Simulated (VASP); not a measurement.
**Au: Au into a neighbouring Au vacancy**

How hard is this move in Au: Au into a neighbouring Au vacancy? Both ends are relaxed first, then a band of images between them.

Method: PBEsol; plane waves and PAW (Au), in VASP 6.6.1.

**1. The host crystal**

It takes space group Fm-3m (No. 225, cubic). The conventional cell has a = 4.080 Å, b = 4.080 Å, c = 4.080 Å, α = 90.00°, β = 90.00°, γ = 90.00°. Nearest to Au lie 12 Au at 2.88 Å.

Coordinates:

```xyz
1
Lattice="0.0000 2.0400 2.0400 2.0400 0.0000 2.0400 2.0400 2.0400 0.0000" Properties=species:S:1:pos:R:3 pbc="T T T"
Au    0.0000    0.0000    0.0000
```

**2. Relax the host**

First cell and atoms are relaxed at a raised cutoff, so that later runs start from this functional's own cell.

Contents of INCAR:

```
SYSTEM = Au
PREC = Accurate
ENCUT = 350
EDIFF = 1E-06
NELM = 120
ISMEAR = 1
SIGMA = 0.15
LREAL = .FALSE.
ALGO = Normal
GGA = PS
NBANDS = 11
LASPH = .TRUE.
LORBIT = 11
LWAVE = .FALSE.
LCHARG = .FALSE.
KPAR = 6
IBRION = 2
NSW = 40
ISIF = 3
EDIFFG = -0.02
POTIM = 0.4
```

Contents of POSCAR:

```
Au
1.0
    0.0000000000      2.0400000000      2.0400000000
    2.0400000000      0.0000000000      2.0400000000
    2.0400000000      2.0400000000      0.0000000000
Au
1
Direct
    0.0000000000      0.0000000000      0.0000000000
```

Contents of KPOINTS:

```
Automatic mesh
0
Gamma
14 14 14
0 0 0
```

Potentials, in the order of the species: Au (PBE family, release 64).

Run with:

```sh
$ mpirun -np 6 vasp_std
```

What it wrote:

```text
[banner, memory and clock lines left out]
running    6 mpi-ranks, on    1 nodes
 distrk:  each k-point on    1 cores,    6 groups
 distr:  one band on    1 cores,    1 groups

 POSCAR found type information on POSCAR Au
 POSCAR found :  1 types and       1 ions
|                                                                             |
|           W    W    AA    RRRRR   N    N  II  N    N   GGGG   !!!           |
|           W    W   A  A   R    R  NN   N  II  NN   N  G    G  !!!           |
|           W    W  A    A  R    R  N N  N  II  N N  N  G       !!!           |
|           W WW W  AAAAAA  RRRRR   N  N N  II  N  N N  G  GGG   !            |
|           WW  WW  A    A  R   R   N   NN  II  N   NN  G    G                |
|           W    W  A    A  R    R  N    N  II  N    N   GGGG   !!!           |
|                                                                             |
|     For optimal performance we recommend to set                             |
|       NCORE = 2 up to number-of-cores-per-socket                            |
|     NCORE specifies how many cores store one orbital (NPAR=cpu/NCORE).      |
|     This setting can greatly improve the performance of VASP for DFT.       |
|     The default, NCORE=1 might be grossly inefficient on modern             |
|     multi-core architectures or massively parallel machines. Do your        |
|     Unfortunately you need to use the default for GW and RPA                |
|     calculations (for HF NCORE is supported but not extensively tested      |
|     yet).                                                                   |
|                                                                             |

|                                                                             |
|               ----> ADVICE to this user running VASP <----                  |
|                                                                             |
|     You enforced a specific xc type in the INCAR file but a different       |
|     [... a line on the potential file left out ...]
|     I HOPE YOU KNOW WHAT YOU ARE DOING!                                     |
|                                                                             |

 LDA part: xc-table for (Slater+PW92), standard interpolation
 POSCAR, INCAR and KPOINTS ok, starting setup
 FFT: planning ... GRIDC
 FFT: planning ... GRID_SOFT
 FFT: planning ... GRID
 WAVECAR not read
 entering main loop
       N       E                     dE             d eps       ncg     rms          rms(c)
DAV:   1     0.300287090662E+02    0.30029E+02   -0.44624E+03  2728   0.628E+02
DAV:   2    -0.395238017077E+01   -0.33981E+02   -0.31581E+02  2591   0.150E+02
DAV:   3    -0.425858826058E+01   -0.30621E+00   -0.30591E+00  2636   0.139E+01
DAV:   4    -0.425961418633E+01   -0.10259E-02   -0.10259E-02  2558   0.920E-01
DAV:   5    -0.425962180805E+01   -0.76217E-05   -0.76227E-05  2630   0.764E-02    0.970E+00
DAV:   6    -0.394837526792E+01    0.31125E+00   -0.89269E-01  2423   0.796E+00    0.598E+00
DAV:   7    -0.392482864358E+01    0.23547E-01   -0.80264E-02  2597   0.237E+00    0.284E+00
DAV:   8    -0.392181461585E+01    0.30140E-02   -0.16479E-03  2474   0.388E-01    0.292E-01
DAV:   9    -0.392180416666E+01    0.10449E-04   -0.80720E-06  2552   0.251E-02    0.175E-02
DAV:  10    -0.392180753640E+01   -0.33697E-05   -0.97788E-07  2453   0.815E-03    0.150E-03
DAV:  11    -0.392180758932E+01   -0.52914E-07   -0.37196E-08  1285   0.166E-03
   1 F= -.39218076E+01 E0= -.39220659E+01  d E =-.392181E+01
 curvature:   0.00 expect dE= 0.000E+00 dE for cont linesearch  0.000E+00
 trial: gam= 0.00000 g(F)=  0.997E-64 g(S)=  0.374E-03 ort = 0.000E+00 (trialstep = 0.100E+01)
 search vector abs. value=  0.374E-03
 bond charge predicted
       N       E                     dE             d eps       ncg     rms          rms(c)
DAV:   1    -0.392704408148E+01   -0.52365E-02   -0.98393E-02  2384   0.304E+00    0.432E-01
DAV:   2    -0.392198652567E+01    0.50576E-02   -0.15086E-02  2348   0.102E+00    0.177E-01
DAV:   3    -0.392175765077E+01    0.22887E-03   -0.97449E-04  2564   0.254E-01    0.126E-01
DAV:   4    -0.392176355897E+01   -0.59082E-05   -0.37854E-05  2420   0.393E-02    0.607E-03
DAV:   5    -0.392176358262E+01   -0.23653E-07   -0.49183E-07  2238   0.646E-03
   2 F= -.39217636E+01 E0= -.39220013E+01  d E =0.440067E-04
 trial-energy change:    0.000044  1 .order    0.000042   -0.000374    0.000458
 step:   0.4495(harm=  0.4495)  dis= 0.00000  next Energy=    -3.921892 (dE=-0.840E-04)
 bond charge predicted
       N       E                     dE             d eps       ncg     rms          rms(c)
DAV:   1    -0.392349259633E+01   -0.17290E-02   -0.29851E-02  2384   0.168E+00    0.237E-01
DAV:   2    -0.392197076473E+01    0.15218E-02   -0.45511E-03  2348   0.561E-01    0.101E-01
DAV:   3    -0.392189635788E+01    0.74407E-04   -0.29761E-04  2558   0.140E-01    0.722E-02
DAV:   4    -0.392189276019E+01    0.35977E-05   -0.10710E-05  2414   0.211E-02    0.101E-03
DAV:   5    -0.392189264616E+01    0.11404E-06   -0.16994E-07  1396   0.356E-03
   3 F= -.39218926E+01 E0= -.39221417E+01  d E =-.850568E-04
 curvature:  -0.22 expect dE=-0.585E-07 dE for cont linesearch -0.585E-07
 trial: gam= 0.00000 g(F)=  0.761E-64 g(S)=  0.260E-06 ort =-0.987E-05 (trialstep = 0.890E+00)
 search vector abs. value=  0.261E-06
 reached required accuracy - stopping structural energy minimisation
```

It took 6.2 s on 6 MPI ranks of Intel Xeon Platinum 8259CL at 2.50GHz (Skylake/Cascade Lake), shared host; peak memory 0.74 GiB.

Lines that name or quote the potential files are left out of all logs, and their timing lines are given in words.

Parts of OUTCAR (step 2):

```text
ion  position               nearest neighbor table
   1  0.000  0.000  0.000-

  LATTYP: Found a face centered cubic cell.
 ALAT       =     4.0800000000

 Subroutine GETGRP returns: Found 48 space group operations
 (whereof 48 operations were pure point group operations)

The static configuration has the point symmetry O_h .

 Found    104 irreducible k-points:

   k-points           NKPTS =    104   k-points in BZ     NKDIM =    104   number of bands    NBANDS=     11

   dimension x,y,z NGX =    18 NGY =   18 NGZ =   18
   dimension x,y,z NGXF=    36 NGYF=   36 NGZF=   36

   ENCUT  =  350.0 eV  25.72 Ry    5.07 a.u.   4.40  4.40  4.40*2*pi/ulx,y,z

   NELECT =      11.0000    total number of electrons

 k-points in reciprocal lattice and weights: Automatic mesh
   0.00000000  0.00000000  0.00000000       0.000
   0.07142857  0.00000000  0.00000000       0.003
   0.14285714  0.00000000  0.00000000       0.003
   0.21428571  0.00000000  0.00000000       0.003
   0.28571429  0.00000000  0.00000000       0.003
   0.35714286  0.00000000  0.00000000       0.003
   0.42857143  0.00000000  0.00000000       0.003
   0.50000000  0.00000000  0.00000000       0.001
   0.07142857  0.07142857  0.00000000       0.002
[...]
-0.28571429  0.42857143  0.21428571       0.009
  -0.28571429  0.50000000  0.21428571       0.004

 average (electrostatic) potential at core
       1 -63.9920

 E-fermi :   9.3256

 k-point     1 :       0.0000    0.0000    0.0000
  band No.  band energies     occupation
    ...
      2       4.6738      2.00000
      3       4.6738      2.00000
      4       4.6738      2.00000
      5       6.2229      2.00000
      6       6.2229      2.00000
      7      23.8803      0.00000
      8      27.9136      0.00000
      9      27.9136      0.00000
     10      27.9136      0.00000
     11      32.8016      0.00000

 k-point     2 :       0.0714    0.0000    0.0000
  band No.  band energies     occupation
    ...
      2       4.6148      2.00000
      3       4.7353      2.00000
      4       4.7353      2.00000
      5       6.1952      2.00000
      6       6.1952      2.00000
      7      24.0909      0.00000
      8      26.8096      0.00000
      9      28.1285      0.00000
     10      28.1285      0.00000
     11      33.6365      0.00000

 k-point     3 :       0.1429    0.0000    0.0000
  band No.  band energies     occupation
    ...
      2       4.4842      2.00000
      3       4.8779      2.00000
      4       4.8779      2.00000
      5       6.1589      2.00000
      6       6.1589      2.00000
      7      24.2199      0.00000
      8      25.0283      0.00000
      9      28.7079      0.00000
     10      28.7079      0.00000
     11      32.3736      0.00000

  Total        0.0014999      0.0014999      0.0014999      0.0000000      0.0000000      0.0000000
  in kB        0.1419474      0.1419474      0.1419474      0.0000000      0.0000000      0.0000000
  external PRESSURE =       0.1419474 kB  Pullay stress =       0.0000000 kB

  energy-cutoff  :      350.00
  volume of cell :       16.93
      direct lattice vectors                 reciprocal lattice vectors
     0.000000000  2.037988685  2.037988685    -0.245339929  0.245339929  0.245339929
     2.037988685  0.000000000  2.037988685     0.245339929 -0.245339929  0.245339929
     2.037988685  2.037988685  0.000000000     0.245339929  0.245339929 -0.245339929

 POSITION                                       TOTAL-FORCE (eV/Angst)
 -----------------------------------------------------------------------------------
      0.00000      0.00000      0.00000        -0.000000      0.000000      0.000000
 -----------------------------------------------------------------------------------
    total drift:                                0.000000     -0.000000     -0.000000

  FREE ENERGIE OF THE ION-ELECTRON SYSTEM (eV)
  ---------------------------------------------------
  free  energy   TOTEN  =        -3.9218926462 eV

  energy  without entropy=       -3.9226398380  energy(sigma->0) =       -3.92214171

 reached required accuracy - stopping structural energy minimisation

 total charge
# of ion       s       p       d       tot
------------------------------------------
    1        0.537   0.364   8.750   9.651

[... 3 further parts left out ...]
```

This run has no spin polarisation. Its electron count is odd, so without a moment it is a metal by construction. The PAW data sets were made with PBE, which is usual practice but a small mismatch for other functionals. The run keeps the 48 symmetry operations of its start, so it cannot find a distortion of lower symmetry.

Little changed from the start: no atom moved by 0.005 Å and no cell edge by 0.1 %.

Numbers from this step:

| Quantity | Value |
| --- | --- |
| electronic cycles | 21 |
| electrons | 11 |
| free energy (TOTEN) | -3.922 eV |
| energy at zero smearing | -3.922 eV |
| Fermi energy | 9.326 eV |
| metallic | yes |

The run ended after 3 ionic steps, 0.000 eV below its first step, once forces and stress met EDIFFG = -0.02.

(Continued in part 2 of 4.)

[Lines on the potential files, build, host, timing and source positions are cut from VASP's logs without a mark.]

[Logs are printed without paths, hosts, clocks, repeated set-up lines and the standing remarks that a program may print on its own settings, such as how far it seeks lower states.]

[Hosts, paths, dates, database ids (printed as entryN), source tags and the programs' standing remarks are cut or masked in the printed files.]

[Runs that stopped without an error message from VASP are left out.]
